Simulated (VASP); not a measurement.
```yaml
crystal:
  lattice:
    - [-1.65504, 1.65504, 1.65504]
    - [1.65504, -1.65504, 1.65504]
    - [1.65504, 1.65504, -1.65504]
  atoms:
    - { symbol: Nb, position: [0.00000, 0.00000, 0.00000] }
```

Level of theory: PW91 GGA, VASP's PBE PAW potentials (set 64) (plane waves; VASP). Numerical set-up: 520 eV cut-off, Gaussian smearing of 0.050 eV, potentials Nb_sv.

### Question
What does the run give for the band gap (along the path) with the smallest direct gap where there is one?

### Answer

```json
{
  "band gap (along the path)": "none (metal, semimetal or under 0.01 eV)"
}
```

Total energies compare only between runs with the same potentials, cut-off and functional.

The compound is Nb in the bcc structure. It was relaxed first.
